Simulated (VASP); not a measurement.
## Which face does Nb expose?

Aim: compare the low-index faces of Nb at one level of theory.

Main program and level: VASP 6.6.1; r2SCAN; plane waves and PAW (Nb_pv).

## 1. Starting point

It takes space group Im-3m (No. 229, cubic). Conventional cell: a = 3.300 Å, b = 3.300 Å, c = 3.300 Å, α = 90.00°, β = 90.00°, γ = 90.00°. Nb has 8 Nb at 2.86 Å nearest.

## 2. The bulk reference, job relaxation, k-mesh 16×16×16

The bulk crystal is relaxed first, so that the slabs are cut at this functional's lattice.

INCAR reads:

```
SYSTEM = Nb
PREC = Accurate
ENCUT = 420
EDIFF = 1E-06
NELM = 120
ISMEAR = 1
SIGMA = 0.15
LREAL = .FALSE.
ALGO = Normal
METAGGA = R2SCAN
LASPH = .TRUE.
NBANDS = 11
LORBIT = 11
LWAVE = .FALSE.
LCHARG = .FALSE.
KPAR = 4
IBRION = 2
NSW = 30
ISIF = 3
EDIFFG = -0.01
POTIM = 0.4
```

POSCAR reads:

```
Nb
1.0
   -1.6500000000      1.6500000000      1.6500000000
    1.6500000000     -1.6500000000      1.6500000000
    1.6500000000      1.6500000000     -1.6500000000
Nb
1
Direct
    0.0000000000      0.0000000000      0.0000000000
```

KPOINTS reads:

```
Automatic mesh
0
Gamma
16 16 16
0 0 0
```

The projector-augmented-wave data sets are Nb_pv (PBE family, release 64).

Started as:

```console
$ mpirun -np 4 vasp_std
```

Log:

```text
[banner, memory and clock lines left out]
running    4 mpi-ranks, on    1 nodes
 distrk:  each k-point on    1 cores,    4 groups
 distr:  one band on    1 cores,    1 groups

 POSCAR found type information on POSCAR Nb
 POSCAR found :  1 types and       1 ions
|                                                                             |
|               ----> ADVICE to this user running VASP <----                  |
|                                                                             |
|     You enforced a specific xc type in the INCAR file but a different       |
|     [... a line on the potential file left out ...]
|     I HOPE YOU KNOW WHAT YOU ARE DOING!                                     |
|                                                                             |

 LDA part: xc-table for (None), standard interpolation
 POSCAR, INCAR and KPOINTS ok, starting setup
 FFT: planning ... GRIDC
 FFT: planning ... GRID_SOFT
 FFT: planning ... GRID
 WAVECAR not read
 entering main loop
       N       E                     dE             d eps       ncg     rms          rms(c)
DAV:   1     0.469710058930E+02    0.46971E+02   -0.55271E+03  3286   0.885E+02
DAV:   2    -0.260661044560E+02   -0.73037E+02   -0.69089E+02  3267   0.309E+02
DAV:   3    -0.279543204135E+02   -0.18882E+01   -0.17802E+01  4493   0.519E+01
DAV:   4    -0.279751026361E+02   -0.20782E-01   -0.20734E-01  4239   0.366E+00
DAV:   5    -0.279752374327E+02   -0.13480E-03   -0.13478E-03  3942   0.289E-01    0.259E+01
DAV:   6    -0.247625708856E+02    0.32127E+01   -0.15300E+00  5040   0.211E+01    0.758E+00
DAV:   7    -0.247218488799E+02    0.40722E-01   -0.11614E-01  5022   0.546E+00    0.158E+00
DAV:   8    -0.247220090068E+02   -0.16013E-03   -0.19782E-02  4983   0.216E+00    0.816E-01
DAV:   9    -0.247218151030E+02    0.19390E-03   -0.42675E-03  4890   0.957E-01    0.213E-01
DAV:  10    -0.247217544070E+02    0.60696E-04   -0.17546E-04  4986   0.215E-01    0.152E-02
DAV:  11    -0.247217391644E+02    0.15243E-04   -0.10369E-05  4594   0.426E-02    0.429E-03
DAV:  12    -0.247217409304E+02   -0.17660E-05   -0.28579E-07  1928   0.905E-03    0.245E-03
DAV:  13    -0.247217417778E+02   -0.84738E-06   -0.54608E-08  1829   0.259E-03
   1 F= -.24721742E+02 E0= -.24721808E+02  d E =-.247217E+02
 curvature:   0.00 expect dE= 0.000E+00 dE for cont linesearch  0.000E+00
 trial: gam= 0.00000 g(F)=  0.000E+00 g(S)=  0.144E-01 ort = 0.000E+00 (trialstep = 0.100E+01)
 search vector abs. value=  0.144E-01
 bond charge predicted
       N       E                     dE             d eps       ncg     rms          rms(c)
DAV:   1    -0.248344468312E+02   -0.11271E+00   -0.26146E+00  3343   0.214E+01    0.496E+00
DAV:   2    -0.247340513420E+02    0.10040E+00   -0.13716E-01  4860   0.622E+00    0.107E+00
DAV:   3    -0.247185639997E+02    0.15487E-01   -0.33905E-02  5109   0.305E+00    0.667E-01
DAV:   4    -0.247191460918E+02   -0.58209E-03   -0.14261E-03  4647   0.622E-01    0.135E-01
DAV:   5    -0.247191507108E+02   -0.46191E-05   -0.30884E-05  3829   0.618E-02    0.113E-02
DAV:   6    -0.247191521855E+02   -0.14746E-05   -0.12004E-06  2928   0.107E-02    0.189E-03
DAV:   7    -0.247191529033E+02   -0.71782E-06   -0.29057E-07  1754   0.816E-03
   2 F= -.24719153E+02 E0= -.24719437E+02  d E =0.258887E-02
 trial-energy change:    0.002589  1 .order    0.002401   -0.014355    0.019157
 step:   0.4202(harm=  0.4284)  dis= 0.00000  next Energy=   -24.724743 (dE=-0.300E-02)
 bond charge predicted
       N       E                     dE             d eps       ncg     rms          rms(c)
DAV:   1    -0.247631660939E+02   -0.44014E-01   -0.84863E-01  3569   0.120E+01    0.304E+00
DAV:   2    -0.247300333842E+02    0.33133E-01   -0.42047E-02  4878   0.352E+00    0.611E-01
DAV:   3    -0.247245197688E+02    0.55136E-02   -0.11408E-02  5097   0.178E+00    0.434E-01
DAV:   4    -0.247246999845E+02   -0.18022E-03   -0.45522E-04  4781   0.364E-01    0.127E-01
DAV:   5    -0.247247190686E+02   -0.19084E-04   -0.14572E-05  4175   0.431E-02    0.657E-03
DAV:   6    -0.247247166161E+02    0.24525E-05   -0.46083E-07  2250   0.666E-03    0.787E-04
DAV:   7    -0.247247161176E+02    0.49849E-06   -0.57137E-08  1754   0.332E-03
   3 F= -.24724716E+02 E0= -.24724883E+02  d E =-.297434E-02
 curvature:  -0.21 expect dE=-0.113E-07 dE for cont linesearch -0.113E-07
 trial: gam= 0.00000 g(F)=  0.103E-62 g(S)=  0.526E-07 ort =-0.275E-04 (trialstep = 0.884E+00)
 search vector abs. value=  0.527E-07
 reached required accuracy - stopping structural energy minimisation
```

Wall time 31 s (4 MPI ranks of AMD EPYC 9R45, shared host); peak memory 0.51 GiB; 2 min of CPU time.

The logs omit lines about the potential files and the build; timing stands in the text.

OUTCAR, selected parts (step 2):

```text
ion  position               nearest neighbor table
   1  0.000  0.000  0.000-

  LATTYP: Found a body centered cubic cell.
 ALAT       =     3.3000000000

 Subroutine GETGRP returns: Found 48 space group operations
 (whereof 48 operations were pure point group operations)

The static configuration has the point symmetry O_h .

 Found    145 irreducible k-points:

   k-points           NKPTS =    145   k-points in BZ     NKDIM =    145   number of bands    NBANDS=     11

   dimension x,y,z NGX =    20 NGY =   20 NGZ =   20
   dimension x,y,z NGXF=    40 NGYF=   40 NGZF=   40

   ENCUT  =  420.0 eV  30.87 Ry    5.56 a.u.   4.78  4.78  4.78*2*pi/ulx,y,z

   NELECT =      11.0000    total number of electrons

 k-points in reciprocal lattice and weights: Automatic mesh
   0.00000000  0.00000000  0.00000000       0.000
   0.06250000  0.00000000  0.00000000       0.003
   0.12500000  0.00000000  0.00000000       0.003
   0.18750000  0.00000000  0.00000000       0.003
   0.25000000  0.00000000  0.00000000       0.003
   0.31250000  0.00000000  0.00000000       0.003
   0.37500000  0.00000000  0.00000000       0.003
   0.43750000  0.00000000  0.00000000       0.003
   0.50000000  0.00000000  0.00000000       0.001
[...]
0.50000000  0.50000000  0.43750000       0.003
   0.50000000  0.50000000  0.50000000       0.000

 average (electrostatic) potential at core
       1 -39.6210

 E-fermi :   4.8422

 k-point     1 :       0.0000    0.0000    0.0000
  band No.  band energies     occupation
      1     -25.9276      2.00000
      2     -25.9276      2.00000
      3     -25.9276      2.00000
      4      -1.4572      2.00000
      5       5.2571     -0.00065
      6       5.2571     -0.00065
      7       5.2571     -0.00065
      8       8.3368      0.00000
      9       8.3368      0.00000
    ...

 k-point     2 :       0.0625    0.0000    0.0000
  band No.  band energies     occupation
      1     -25.9854      2.00000
      2     -25.9448      2.00000
      3     -25.9281      2.00000
      4      -1.2889      2.00000
      5       5.1549     -0.01205
      6       5.2336     -0.00140
      7       5.4185     -0.00000
      8       8.1846      0.00000
      9       8.3394      0.00000
    ...

 k-point     3 :       0.1250    0.0000    0.0000
  band No.  band energies     occupation
      1     -26.1476      2.00000
      2     -25.9934      2.00000
      3     -25.9295      2.00000
      4      -0.8124      2.00000
      5       4.8769      0.62000
      6       5.1277     -0.02157
      7       5.8943     -0.00000
      8       7.8818      0.00000
      9       8.3560      0.00000
     10      21.3915      0.00000
    ...

  Total       -0.0006740     -0.0006740     -0.0006740      0.0000000      0.0000000      0.0000000
  in kB       -0.0590802     -0.0590802     -0.0590802      0.0000000      0.0000000      0.0000000
  external PRESSURE =      -0.0590802 kB  Pullay stress =       0.0000000 kB

  energy-cutoff  :      420.00
  volume of cell :       18.28
      direct lattice vectors                 reciprocal lattice vectors
    -1.659420960  1.659420960  1.659420960     0.000000000  0.301309922  0.301309922
     1.659420960 -1.659420960  1.659420960     0.301309922  0.000000000  0.301309922
     1.659420960  1.659420960 -1.659420960     0.301309922  0.301309922  0.000000000

 POSITION                                       TOTAL-FORCE (eV/Angst)
 -----------------------------------------------------------------------------------
      0.00000      0.00000      0.00000        -0.000000     -0.000000      0.000000
 -----------------------------------------------------------------------------------
    total drift:                                0.000000      0.000000      0.000000

  FREE ENERGIE OF THE ION-ELECTRON SYSTEM (eV)
  ---------------------------------------------------
  free  energy   TOTEN  =       -24.7247161176 eV

  energy  without entropy=      -24.7252157710  energy(sigma->0) =      -24.72488267

 reached required accuracy - stopping structural energy minimisation

 total charge
# of ion       s       p       d       tot
------------------------------------------
    1        0.428   6.303   3.131   9.862

[... 3 further parts left out ...]
```

This run has no spin polarisation. Its electron count is odd, so without a moment it is a metal by construction. The PAW data sets were made with PBE, which is usual practice but a small mismatch for other functionals. The run keeps the 48 symmetry operations of its start, so it cannot find a distortion of lower symmetry.

Relaxation path:

| step | energy less that of the first step (eV) | largest force (eV/Å) | pressure (GPa) | volume (Å³) |
| --- | --- | --- | --- | --- |
| 1 | 0.0000 | 0.0000 | 3.14 | 17.97 |
| 2 | 0.0026 | 0.0000 | -4.02 | 18.71 |
| 3 | -0.0030 | 0.0000 | -0.01 | 18.28 |

| conventional cell, symmetrised | before | after | change |
| --- | --- | --- | --- |
| a (Å) | 3.300 | 3.319 | +0.6 % |
| b (Å) | 3.300 | 3.319 | +0.6 % |
| c (Å) | 3.300 | 3.319 | +0.6 % |
| volume (Å³/atom) | 17.97 | 18.28 | +1.7 % |

Final coordinates:

```
Nb
1.0
    -1.65942    1.65942    1.65942
     1.65942   -1.65942    1.65942
     1.65942    1.65942   -1.65942
Nb
1
Direct
  0.00000 0.00000 0.00000
```

Numbers from this step:

```yaml
electronic_cycles: 27
electrons: 11
free_energy_toten: -24.72 eV
energy_at_zero_smearing: -24.72 eV
fermi_energy: 4.842 eV
metallic: yes
```

The run ended after 3 ionic steps, 0.003 eV below its first step, once forces and stress met EDIFFG = -0.01.

Energy at zero smearing: -24.72488 eV.

## 3. The bulk reference, job self-consistent run, k-mesh 20×20×20

INCAR reads:

```
SYSTEM = Nb
PREC = Normal
ENCUT = 320
EDIFF = 1E-06
NELM = 120
ISMEAR = 1
SIGMA = 0.15
LREAL = .FALSE.
ALGO = Normal
METAGGA = R2SCAN
LASPH = .TRUE.
NBANDS = 11
LORBIT = 11
LWAVE = .FALSE.
LCHARG = .FALSE.
KPAR = 4
```

POSCAR reads:

```
Nb
1.0
   -1.6594209599      1.6594209599      1.6594209599
    1.6594209599     -1.6594209599      1.6594209599
    1.6594209599      1.6594209599     -1.6594209599
Nb
1
Direct
    0.0000000000      0.0000000000      0.0000000000
```

KPOINTS reads:

```
Automatic mesh
0
Gamma
20 20 20
0 0 0
```

Started as:

```console
$ mpirun -np 4 vasp_std
```

Log:

```text
[banner, memory and clock lines left out]
running    4 mpi-ranks, on    1 nodes
 distrk:  each k-point on    1 cores,    4 groups
 distr:  one band on    1 cores,    1 groups

 POSCAR found type information on POSCAR Nb
 POSCAR found :  1 types and       1 ions
 [... a notice as in an earlier step ...]

 LDA part: xc-table for (None), standard interpolation
 POSCAR, INCAR and KPOINTS ok, starting setup
 FFT: planning ... GRIDC
 FFT: planning ... GRID_SOFT
 FFT: planning ... GRID
 WAVECAR not read
 entering main loop
       N       E                     dE             d eps       ncg     rms          rms(c)
DAV:   1     0.261565110584E+02    0.26157E+02   -0.48763E+03  6398   0.726E+02
DAV:   2    -0.269989116123E+02   -0.53155E+02   -0.50412E+02  5814   0.251E+02
DAV:   3    -0.279865461426E+02   -0.98763E+00   -0.96419E+00  8065   0.372E+01
DAV:   4    -0.279939767751E+02   -0.74306E-02   -0.74259E-02  7301   0.231E+00
DAV:   5    -0.279940403953E+02   -0.63620E-04   -0.63618E-04  7019   0.212E-01    0.253E+01
DAV:   6    -0.247636453886E+02    0.32304E+01   -0.15420E+00  8901   0.207E+01    0.746E+00
DAV:   7    -0.247214015170E+02    0.42244E-01   -0.12130E-01  8877   0.548E+00    0.153E+00
DAV:   8    -0.247214947977E+02   -0.93281E-04   -0.18349E-02  8758   0.203E+00    0.751E-01
DAV:   9    -0.247213339098E+02    0.16089E-03   -0.43374E-03  8596   0.943E-01    0.220E-01
DAV:  10    -0.247212648987E+02    0.69011E-04   -0.18615E-04  8790   0.216E-01    0.131E-02
DAV:  11    -0.247212496029E+02    0.15296E-04   -0.11643E-05  8138   0.429E-02    0.395E-03
DAV:  12    -0.247212516942E+02   -0.20913E-05   -0.28474E-07  3443   0.882E-03    0.257E-03
DAV:  13    -0.247212526698E+02   -0.97555E-06   -0.51711E-08  3173   0.245E-03
   1 F= -.24721253E+02 E0= -.24721493E+02  d E =0.720918E-03
```

It took 10 s on 4 MPI ranks; peak memory 0.4 GiB.

OUTCAR, selected parts (step 3):

```text
  LATTYP: Found a body centered cubic cell.
 ALAT       =     3.3188419198

The static configuration has the point symmetry O_h .

 Found    256 irreducible k-points:

   k-points           NKPTS =    256   k-points in BZ     NKDIM =    256   number of bands    NBANDS=     11

   dimension x,y,z NGX =    14 NGY =   14 NGZ =   14
   dimension x,y,z NGXF=    28 NGYF=   28 NGZF=   28

   ENCUT  =  320.0 eV  23.52 Ry    4.85 a.u.   4.19  4.19  4.19*2*pi/ulx,y,z

   NELECT =      11.0000    total number of electrons

 E-fermi :   4.8439

 k-point     1 :       0.0000    0.0000    0.0000
  band No.  band energies     occupation
      1     -25.9326      2.00000
      2     -25.9326      2.00000
      3     -25.9326      2.00000
      4      -1.4544      2.00000
      5       5.2558     -0.00072
      6       5.2558     -0.00072
      7       5.2558     -0.00072
      8       8.3338      0.00000
      9       8.3338      0.00000
    ...

 k-point     2 :       0.0500    0.0000    0.0000
  band No.  band energies     occupation
      1     -25.9698      2.00000
      2     -25.9437      2.00000
      3     -25.9329      2.00000
      4      -1.3462      2.00000
      5       5.1898     -0.00528
      6       5.2412     -0.00116
      7       5.3588     -0.00001
      8       8.2330      0.00000
      9       8.3351      0.00000
    ...

  Total       -0.0340861     -0.0340861     -0.0340861     -0.0000000     -0.0000000     -0.0000000
  in kB       -2.9878478     -2.9878478     -2.9878478     -0.0000000     -0.0000000     -0.0000000
  external PRESSURE =      -2.9878478 kB  Pullay stress =       0.0000000 kB

  energy-cutoff  :      320.00
  volume of cell :       18.28
      direct lattice vectors                 reciprocal lattice vectors
    -1.659420960  1.659420960  1.659420960     0.000000000  0.301309922  0.301309922
     1.659420960 -1.659420960  1.659420960     0.301309922  0.000000000  0.301309922
     1.659420960  1.659420960 -1.659420960     0.301309922  0.301309922  0.000000000

 POSITION                                       TOTAL-FORCE (eV/Angst)
 -----------------------------------------------------------------------------------
      0.00000      0.00000      0.00000         0.000000      0.000000     -0.000000
 -----------------------------------------------------------------------------------
    total drift:                               -0.000000     -0.000000      0.000000

  FREE ENERGIE OF THE ION-ELECTRON SYSTEM (eV)
  ---------------------------------------------------
  free  energy   TOTEN  =       -24.7212526698 eV

  energy  without entropy=      -24.7219735875  energy(sigma->0) =      -24.72149298

 total charge
# of ion       s       p       d       tot
------------------------------------------
    1        0.427   6.304   3.136   9.868

[... 2 parts as in an earlier step ...]

[... 6 further parts left out ...]
```

This step gave:

| Property | Result |
| --- | --- |
| electronic cycles | 13 |
| Fermi energy | 4.844 eV |

Energy at zero smearing: -24.72149 eV.

The run ends at a pressure of -0.30 GPa.

(Part 1 of 6 ends here.)

[Lines on the potential files, build, host, timing and source positions are cut from VASP's logs without a mark.]

[Logs are printed without paths, hosts, clocks, repeated set-up lines and the standing remarks that a program may print on its own settings, such as how far it seeks lower states.]

[Hosts, paths, dates, database ids (printed as entryN), source tags and the programs' standing remarks are cut or masked in the printed files.]

[Runs that stopped without an error message from VASP are left out.]
